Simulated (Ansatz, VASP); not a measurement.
# Ga2O3: VASP beside Ansatz

Aim: how closely do two programs agree when they are given the same cell, functional and k mesh? The cell is taken from a series of runs on this material, whose earlier steps may have relaxed, scaled, displaced or heated it; both programs get it as it stands.

Calculated with Ansatz 0.2.0; plane waves, with VASP 6.6.1 beside it; single point at HSE06 with D3(BJ).

**1. The starting structure**

It takes space group C2/m (No. 12, monoclinic). Conventional cell: a = 11.879 Å, b = 2.954 Å, c = 5.639 Å, α = 90.00°, β = 103.83°, γ = 90.00°. Nearest to Ga lie 4 O at 1.79 to 1.82 Å. Nearest to Ga lie 6 O at 1.88 to 2.00 Å. O has 3 Ga at 1.79 to 1.90 Å nearest. Nearest to O lie 4 Ga at 1.82 to 2.00 Å. Nearest to O lie 3 Ga at 1.80 to 1.88 Å. Farther neighbours and most contacts between anions are not listed.

As a file:

```cif
data_structure
_symmetry_space_group_name_H-M 'P 1'
_symmetry_Int_Tables_number 1
_cell_length_a 6.1205
_cell_length_b 6.1205
_cell_length_c 5.6392
_cell_angle_alpha 103.414
_cell_angle_beta 103.414
_cell_angle_gamma 27.928
_cell_volume 96.07
loop_
_atom_site_label
_atom_site_type_symbol
_atom_site_fract_x
_atom_site_fract_y
_atom_site_fract_z
_atom_site_occupancy
Ga1 Ga 0.09260 0.09260 0.79662 1
Ga2 Ga 0.90740 0.90740 0.20338 1
Ga3 Ga 0.66026 0.66026 0.31264 1
Ga4 Ga 0.33974 0.33974 0.68736 1
O5 O 0.17434 0.17434 0.10860 1
O6 O 0.82566 0.82566 0.89140 1
O7 O 0.17053 0.17053 0.55622 1
O8 O 0.82947 0.82947 0.44378 1
O9 O 0.49732 0.49732 0.24989 1
O10 O 0.50268 0.50268 0.75011 1
```

**2. VASP: single point, HSE06 with D3(BJ)**

With cell and atoms fixed, the geometry can't cause a difference; cores, projectors, grids and the points listed under the comparison can.

Lines of VASP's logs that name or quote its potential files are left out, and so is its time.

The run reads the wave functions of an earlier VASP run, which isn't shown here.

The input, INCAR:

```
SYSTEM = Ga2O3
PREC = Accurate
ENCUT = 520
EDIFF = 1E-06
NELM = 100
ISMEAR = 0
SIGMA = 0.01
LREAL = .FALSE.
ALGO = Normal
LHFCALC = .TRUE.
AEXX = 0.25
GGA = PE
HFSCREEN = 0.208
IVDW = 12
VDW_S6 = 1
VDW_S8 = 2.31
VDW_A1 = 0.383
VDW_A2 = 5.685
LASPH = .TRUE.
NBANDS = 54
PRECFOCK = Fast
LORBIT = 11
LWAVE = .FALSE.
LCHARG = .FALSE.
KPAR = 4
NCORE = 2
ISIF = 2
```

The input, POSCAR:

```
Ga2O3
1.0
    5.9395999617     -1.4769247621      0.0000000000
    5.9395999617      1.4769247621      0.0000000000
   -1.3479973174      0.0000000000      5.4756835920
Ga O
4 6
Direct
    0.0925999429      0.0925999429      0.7966232175
    0.9074000571      0.9074000571      0.2033767825
    0.6602556213      0.6602556213      0.3126433584
    0.3397443787      0.3397443787      0.6873566416
    0.1743389585      0.1743389585      0.1086025894
    0.8256610415      0.8256610415      0.8913974106
    0.1705344181      0.1705344181      0.5562178271
    0.8294655819      0.8294655819      0.4437821729
    0.4973249536      0.4973249536      0.2498895197
    0.5026750464      0.5026750464      0.7501104803
```

The input, KPOINTS:

```
Automatic mesh
0
Gamma
4 4 2
0 0 0
```

The projector-augmented-wave data sets are Ga_d and O (PBE family, release 64).

On the command line:

```bash
> mpirun -np 8 vasp_std
```

Numbers of over 12 decimals in the logs are rounded to 6 here.

Output:

```text
[banner, memory and clock lines left out]
running    8 mpi-ranks, on    1 nodes
 distrk:  each k-point on    2 cores,    4 groups
 distr:  one band on    2 cores,    1 groups

 POSCAR found type information on POSCAR GaO
 POSCAR found :  2 types and      10 ions
 LDA part: xc-table for (Slater+PW92), standard interpolation
 found WAVECAR, reading the header
 POSCAR, INCAR and KPOINTS ok, starting setup
 FFT: planning ... GRIDC
 FFT: planning ... GRID_SOFT
 FFT: planning ... GRID
 reading WAVECAR
 the WAVECAR file was read successfully
 initial charge from wavefunction
 entering main loop
       N       E                     dE             d eps       ncg     rms          rms(c)
DAV:   1    -0.745159932801E+02   -0.74516E+02   -0.26548E+00  2336   0.285E+01    0.116E+00
DAV:   2    -0.745359512079E+02   -0.19958E-01   -0.37335E-01  2162   0.634E+00    0.766E-01
DAV:   3    -0.745282039631E+02    0.77472E-02   -0.40805E-02  2128   0.203E+00    0.463E-01
DAV:   4    -0.745265451854E+02    0.16588E-02   -0.88787E-03  1968   0.712E-01    0.280E-01
DAV:   5    -0.745259032946E+02    0.64189E-03   -0.69393E-04  1952   0.309E-01    0.165E-01
DAV:   6    -0.745256877937E+02    0.21550E-03   -0.30978E-04  1848   0.148E-01    0.921E-02
DAV:   7    -0.745256168614E+02    0.70932E-04   -0.51790E-05  2016   0.878E-02    0.525E-02
DAV:   8    -0.745255932333E+02    0.23628E-04   -0.19315E-05  1992   0.360E-02    0.301E-02
DAV:   9    -0.745255850347E+02    0.81987E-05   -0.35420E-06  1552   0.223E-02    0.179E-02
DAV:  10    -0.745255822312E+02    0.28035E-05   -0.26438E-06  1264   0.128E-02    0.106E-02
DAV:  11    -0.745255811887E+02    0.10424E-05   -0.80392E-07   996   0.991E-03    0.636E-03
DAV:  12    -0.745255807855E+02    0.40327E-06   -0.58688E-07   990   0.716E-03
   1 F= -.77022270E+02 E0= -.77022270E+02  d E =-.236825E-12
```

OUTCAR, selected parts (step 2):

```text
ion  position               nearest neighbor table
   1  0.093  0.093  0.797-   5 1.79  10 1.80  10 1.80   7 1.82
   2  0.907  0.907  0.203-   6 1.79   9 1.80   9 1.80   8 1.82
   3  0.660  0.660  0.313-   9 1.88   5 1.90   5 1.90   8 1.97   7 2.00   7 2.00
   4  0.340  0.340  0.687-  10 1.88   6 1.90   6 1.90   7 1.97   8 2.00   8 2.00
   5  0.174  0.174  0.109-   1 1.79   3 1.90   3 1.90
   6  0.826  0.826  0.891-   2 1.79   4 1.90   4 1.90
   7  0.171  0.171  0.556-   1 1.82   4 1.97   3 2.00   3 2.00
   8  0.829  0.829  0.444-   2 1.82   3 1.97   4 2.00   4 2.00
   9  0.497  0.497  0.250-   2 1.80   2 1.80   3 1.88
  10  0.503  0.503  0.750-   1 1.80   1 1.80   4 1.88

  LATTYP: Found a base centered monoclinic cell.
 ALAT       =    11.8791999234
 B/A-ratio  =     0.2486572785
 C/A-ratio  =     0.4747093502
 COS(beta)  =    -0.2390419102

 Subroutine GETGRP returns: Found  4 space group operations
 (whereof  4 operations were pure point group operations)

The static configuration has the point symmetry C_2h.

 Found     14 irreducible k-points:

   k-points           NKPTS =     14   k-points in BZ     NKDIM =     32   number of bands    NBANDS=     54

   dimension x,y,z NGX =    48 NGY =   48 NGZ =   42
   dimension x,y,z NGXF=    96 NGYF=   96 NGZF=   84

   ENCUT  =  520.0 eV  38.22 Ry    6.18 a.u.  11.38 11.38 10.49*2*pi/ulx,y,z

   NELECT =      88.0000    total number of electrons

 k-points in reciprocal lattice and weights: Automatic mesh
   0.00000000  0.00000000  0.00000000       0.031
   0.25000000  0.00000000  0.00000000       0.125
   0.50000000  0.00000000  0.00000000       0.062
   0.25000000  0.25000000  0.00000000       0.062
   0.50000000  0.25000000  0.00000000       0.125
  -0.25000000  0.25000000  0.00000000       0.062
   0.50000000  0.50000000  0.00000000       0.031
   0.00000000  0.00000000  0.50000000       0.031
   0.25000000  0.00000000  0.50000000       0.125
[...]
-0.25000000  0.25000000  0.50000000       0.062
   0.50000000  0.50000000  0.50000000       0.031

  exchange ACFDT corr.  =         0.00000000  see jH, gK, PRB 81, 115126

 average (electrostatic) potential at core
       1 -56.4227       2 -56.4227       3 -56.2241       4 -56.2241       5 -62.5930
       6 -62.5930       7 -63.1019       8 -63.1019       9 -62.9761      10 -62.9761

 E-fermi :   3.5155

 k-point     1 :       0.0000    0.0000    0.0000
  band No.  band energies     occupation
    ...
     40       2.8237      2.00000
     41       2.8701      2.00000
     42       2.9297      2.00000
     43       3.2138      2.00000
     44       3.4703      2.00000
     45       8.4130      0.00000
     46      11.7392      0.00000
     47      12.5780      0.00000
     48      13.1202      0.00000
     49      13.7395      0.00000
    ...

 k-point     2 :       0.2500    0.0000    0.0000
  band No.  band energies     occupation
    ...
     40       2.2483      2.00000
     41       2.4003      2.00000
     42       2.5244      2.00000
     43       2.8898      2.00000
     44       3.4098      2.00000
     45      10.8370      0.00000
     46      12.3445      0.00000
     47      13.4591      0.00000
     48      14.3084      0.00000
     49      14.4429      0.00000
    ...

 k-point     3 :       0.5000    0.0000    0.0000
  band No.  band energies     occupation
    ...
     40       2.0538      2.00000
     41       2.7265      2.00000
     42       2.7589      2.00000
     43       3.0265      2.00000
     44       3.2086      2.00000
     45      11.5572      0.00000
     46      12.7289      0.00000
     47      13.5484      0.00000
     48      13.6348      0.00000
     49      14.1281      0.00000
    ...

 Edisp (eV)   -2.49669

  Total       8.61018     9.88884    10.26359     0.00000     0.00000    -0.14375
  in kB     143.59482   164.91951   171.16934     0.00000     0.00000    -2.39743
  external pressure =      159.89 kB  Pullay stress =        0.00 kB

  energy-cutoff  :      520.00
  volume of cell :       96.07
      direct lattice vectors                 reciprocal lattice vectors
     5.939599962 -1.476924762  0.000000000     0.084180753 -0.338541280  0.020723518
     5.939599962  1.476924762  0.000000000     0.084180753  0.338541280  0.020723518
    -1.347997317  0.000000000  5.475683592     0.000000000  0.000000000  0.182625600

 POSITION                                       TOTAL-FORCE (eV/Angst)
 -----------------------------------------------------------------------------------
      0.02617      0.00000      4.36206        -0.008273      0.000000      0.007533
     10.50504      0.00000      1.11363         0.008273      0.000000     -0.007533
      7.42187      0.00000      1.71194        -0.000232      0.000000     -0.032234
      3.10934      0.00000      3.76375         0.000232      0.000000      0.032234
      1.92461      0.00000      0.59467        -0.059098      0.000000     -0.054101
      8.60659      0.00000      4.88101         0.059098      0.000000      0.054101
      1.27603      0.00000      3.04567        -0.036648      0.000000      0.058832
      9.25517      0.00000      2.43001         0.036648      0.000000     -0.058832
      5.57097      0.00000      1.36832        -0.071176      0.000000     -0.024824
      4.96023      0.00000      4.10737         0.071176      0.000000      0.024824
 -----------------------------------------------------------------------------------
    total drift:                               -0.000003      0.000000     -0.000002

  FREE ENERGIE OF THE ION-ELECTRON SYSTEM (eV)
  ---------------------------------------------------
  free  energy   TOTEN  =       -77.0222700905 eV

  energy  without entropy=      -77.0222700905  energy(sigma->0) =      -77.02227009

 total charge
# of ion       s       p       d       tot
------------------------------------------
    1        0.717   0.951  10.361  12.028
    2        0.717   0.951  10.361  12.028
    3        0.630   0.796  10.348  11.774
    4        0.630   0.796  10.348  11.774
    5        1.559   3.596   0.000   5.155
    6        1.559   3.596   0.000   5.155
    7        1.561   3.610   0.000   5.171
    8        1.561   3.610   0.000   5.171
    9        1.553   3.629   0.000   5.183
   10        1.553   3.629   0.000   5.183
--------------------------------------------------
tot         12.040  25.164  41.417  78.621

[... 3 further parts left out ...]
```

The run ends at a pressure of 15.99 GPa, with forces up to 0.080 eV/Å.

(Continued in part 2 of 2.)

[Lines on the potential files, build, host, timing and source positions are cut from VASP's logs without a mark.]

[Logs are printed without paths, hosts, clocks, repeated set-up lines and the standing remarks that a program may print on its own settings, such as how far it seeks lower states.]

[Hosts, paths, dates, database ids (printed as entryN), source tags and the programs' standing remarks are cut or masked in the printed files.]
